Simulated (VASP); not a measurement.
Calculation: SCAN meta-GGA, VASP's PBE PAW potentials (set 64) (plane waves; VASP).

Input for VASP

File POSCAR:
```
SiC
1.0
  1.5385284524  -2.6648092055   0.0000000000
  1.5385284524   2.6648092055   0.0000000000
  0.0000000000   0.0000000000   5.0519806083
Si C
2 2
Cartesian
  1.5385284524  -0.8882715117   2.5241638954
  1.5385284524   0.8882715117   5.0501541996
  1.5385284524  -0.8882715117   4.4223094410
  1.5385284524   0.8882715117   1.8963191368
```

**KPOINTS**
```
K-points
0
Gamma
8 8 4
```

INCAR:
```
LREAL=.False.   ! projection in real space or not
PREC=Accurate
NSW=60   ! most ionic steps
LCHARG=.False.
NELM=100   ! most electronic steps
LASPH=.True.   ! aspherical one-centre terms
IBRION=2   ! conjugate gradients
LMIXTAU=.True.
ISIF=3
ALGO=Normal
SYSTEM=SiC
LWAVE=.False.
ISMEAR=0
SIGMA=0.05
EDIFF=1E-6
EDIFFG=-0.02
METAGGA=SCAN
ENCUT=520   ! plane-wave cut-off (eV)
```

POTCAR, in this order: Si C (PBE.64 set). Program: vasp_std.

Output

**OUTCAR**
```
 ion  position               nearest neighbor table
   1  0.667  0.333  0.500-   4 1.88   4 1.88   4 1.88   3 1.90   2 3.09   2 3.09   2 3.09   2 3.09
                             2 3.09   2 3.09
   2  0.333  0.667  1.000-   3 1.88   3 1.88   3 1.88   4 1.90   1 3.09   1 3.09   1 3.09   1 3.09
                             1 3.09   1 3.09
   3  0.667  0.333  0.875-   2 1.88   2 1.88   2 1.88   1 1.90
   4  0.333  0.667  0.375-   1 1.88   1 1.88   1 1.88   2 1.90
  LATTYP: Found a hexagonal cell.
 ALAT       =     3.0770566944
 C/A-ratio  =     1.6418224004
 Subroutine PRICEL returns:
 Original cell was already a primitive cell.
 Subroutine GETGRP returns: Found 12 space group operations
The static configuration has the point symmetry C_3v.
 The point group associated with its full space group is C_6v.
The dynamic configuration has the point symmetry C_3v.
 Subroutine INISYM returns: Found 12 space group operations
 Subroutine IBZKPT returns following result:
 Found     30 irreducible k-points:

 Following reciprocal coordinates:
            Coordinates               Weight
  0.000000  0.000000  0.000000      1.000000
  0.125000  0.000000  0.000000      6.000000
  0.250000  0.000000  0.000000      6.000000
  0.375000  0.000000  0.000000      6.000000
  0.500000  0.000000  0.000000      3.000000
  0.125000  0.125000  0.000000      6.000000
  0.250000  0.125000  0.000000     12.000000
  0.375000  0.125000  0.000000     12.000000
  0.250000  0.250000  0.000000      6.000000
  0.375000  0.250000  0.000000      6.000000
  0.000000  0.000000  0.250000      2.000000
  0.125000  0.000000  0.250000     12.000000
  0.250000  0.000000  0.250000     12.000000
  0.375000  0.000000  0.250000     12.000000
  0.500000  0.000000  0.250000      6.000000
  0.125000  0.125000  0.250000     12.000000
  0.250000  0.125000  0.250000     24.000000
  0.375000  0.125000  0.250000     24.000000
...
```

OSZICAR:
```
       N       E                     dE             d eps       ncg     rms          rms(c)
DAV:   1     0.254317550512E+02    0.25432E+02   -0.78056E+03   720   0.124E+03
DAV:   2    -0.445613682247E+02   -0.69993E+02   -0.64035E+02  1012   0.197E+02
DAV:   3    -0.476482485158E+02   -0.30869E+01   -0.30719E+01   948   0.422E+01
DAV:   4    -0.476823816038E+02   -0.34133E-01   -0.34112E-01   880   0.520E+00
DAV:   5    -0.476829341699E+02   -0.55257E-03   -0.55248E-03   928   0.634E-01    0.131E+01
DAV:   6    -0.407199696774E+02    0.69630E+01   -0.11827E+01   884   0.231E+01    0.717E+00
DAV:   7    -0.409276618665E+02   -0.20769E+00   -0.88391E-01   772   0.105E+01    0.289E+00
DAV:   8    -0.411742027901E+02   -0.24654E+00   -0.95664E-01   872   0.883E+00    0.158E+00
DAV:   9    -0.411813145897E+02   -0.71118E-02   -0.48484E-01   744   0.953E+00    0.174E-01
DAV:  10    -0.413561142716E+02   -0.17480E+00   -0.17690E-01   756   0.553E+00    0.341E-01
DAV:  11    -0.413573829763E+02   -0.12687E-02   -0.40427E-03   912   0.605E-01    0.262E-01
DAV:  12    -0.413607046142E+02   -0.33216E-02   -0.13293E-03   784   0.505E-01    0.163E-01
DAV:  13    -0.413643167834E+02   -0.36122E-02   -0.40646E-03   764   0.899E-01    0.348E-02
DAV:  14    -0.413642708068E+02    0.45977E-04   -0.12848E-04   888   0.162E-01    0.369E-02
DAV:  15    -0.413645027516E+02   -0.23194E-03   -0.14409E-04   772   0.146E-01    0.813E-03
DAV:  16    -0.413642569427E+02    0.24581E-03   -0.10581E-04   752   0.153E-01    0.177E-02
DAV:  17    -0.413641955601E+02    0.61383E-04   -0.92958E-06   848   0.419E-02    0.130E-02
DAV:  18    -0.413641857259E+02    0.98342E-05   -0.33860E-06   760   0.273E-02    0.214E-03
DAV:  19    -0.413641875815E+02   -0.18556E-05   -0.63296E-07   412   0.123E-02    0.122E-03
DAV:  20    -0.413641870812E+02    0.50032E-06   -0.14485E-07   420   0.521E-03
   1 F= -.41364187E+02 E0= -.41364187E+02  d E =-.413642E+02
       N       E                     dE             d eps       ncg     rms          rms(c)
DAV:   1    -0.413641436296E+02    0.43952E-04   -0.50337E-02   828   0.210E+00    0.282E-01
DAV:   2    -0.413641423324E+02    0.12972E-05   -0.23836E-03   832   0.557E-01    0.152E-01
DAV:   3    -0.413637999044E+02    0.34243E-03   -0.85224E-04   828   0.262E-01    0.267E-02
DAV:   4    -0.413640824701E+02   -0.28257E-03   -0.31537E-04   764   0.234E-01    0.185E-02
DAV:   5    -0.413638643486E+02    0.21812E-03   -0.17242E-04   744   0.188E-01    0.195E-02
DAV:   6    -0.413641321350E+02   -0.26779E-03   -0.10693E-04   752   0.156E-01    0.583E-03
DAV:   7    -0.413640218886E+02    0.11025E-03   -0.39086E-05   732   0.948E-02    0.228E-03
DAV:   8    -0.413640717992E+02   -0.49911E-04   -0.68268E-06   768   0.380E-02    0.635E-04
DAV:   9    -0.413640667337E+02    0.50655E-05   -0.19253E-07   416   0.591E-03    0.368E-04
DAV:  10    -0.413640646607E+02    0.20730E-05   -0.94614E-08   396   0.474E-03    0.174E-04
DAV:  11    -0.413640645442E+02    0.11645E-06   -0.68559E-09   384   0.119E-03
   2 F= -.41364065E+02 E0= -.41364065E+02  d E =0.122537E-03
       N       E                     dE             d eps       ncg     rms          rms(c)
DAV:   1    -0.413650265563E+02   -0.96190E-03   -0.13223E-02   828   0.107E+00    0.145E-01
DAV:   2    -0.413650550389E+02   -0.28483E-04   -0.63203E-04   832   0.289E-01    0.783E-02
DAV:   3    -0.413650562907E+02   -0.12517E-05   -0.23578E-04   828   0.140E-01    0.137E-02
DAV:   4    -0.413649271555E+02    0.12914E-03   -0.89384E-05   764   0.125E-01    0.962E-03
DAV:   5    -0.413650414278E+02   -0.11427E-03   -0.47451E-05   744   0.993E-02    0.997E-03
DAV:   6    -0.413649321642E+02    0.10926E-03   -0.28452E-05   752   0.806E-02    0.300E-03
DAV:   7    -0.413650167587E+02   -0.84595E-04   -0.99477E-06   732   0.475E-02    0.118E-03
DAV:   8    -0.413649941903E+02    0.22568E-04   -0.17065E-06   520   0.191E-02    0.344E-04
DAV:   9    -0.413649995210E+02   -0.53307E-05   -0.10260E-07   396   0.346E-03    0.143E-04
DAV:  10    -0.413649989918E+02    0.52925E-06   -0.20863E-08   384   0.197E-03
   3 F= -.41364999E+02 E0= -.41364999E+02  d E =-.811911E-03
```

OUTCAR:
```
------------------------ aborting loop because EDIFF is reached ----------------------------------------
  FORCE on cell =-STRESS in cart. coord.  units (eV):
  Direction    XX          YY          ZZ          XY          YZ          ZX
  --------------------------------------------------------------------------------------
  Total        0.0094011      0.0094011     -0.0017408      0.0000000     -0.0000000      0.0000000
  in kB        0.3655458      0.3655457     -0.0676881      0.0000000     -0.0000000      0.0000000
  external PRESSURE =       0.2211345 kB  Pullay stress =       0.0000000 kB
  volume of cell :       41.20
      direct lattice vectors                 reciprocal lattice vectors
     1.535760924 -2.660015707 -0.000000000     0.325571508 -0.187968815  0.000000000
     1.535760924  2.660015707  0.000000000     0.325571508  0.187968815  0.000000000
     0.000000000  0.000000000  5.043256626     0.000000000 -0.000000000  0.198284576
  FREE ENERGIE OF THE ION-ELECTRON SYSTEM (eV)
  ---------------------------------------------------
  free  energy   TOTEN  =       -41.3649989918 eV

  energy  without entropy=      -41.3649989918  energy(sigma->0) =      -41.36499899

 reached required accuracy - stopping structural energy minimisation
```
(Selected blocks of OUTCAR.)

**CONTCAR**
```
SiC
   1.00000000000000
     1.5357609238564565   -2.6600157067622363   -0.0000000000000000
     1.5357609238564565    2.6600157067622363    0.0000000000000000
     0.0000000000000000    0.0000000000000000    5.0432566260031528
  Si              C
     2     2
Direct
     0.6666669999999968    0.3333330000000032    0.4996269234665742
     0.3333330000000032    0.6666669999999968    0.9996269234665742
     0.6666669999999968    0.3333330000000032    0.8753730765334258
     0.3333330000000032    0.6666669999999968    0.3753730765334258
```

The compound is SiC in the wurtzite structure, the rare 2H polytype. This run relaxes it. Symmetry was kept, so distortions that lower it aren't found.
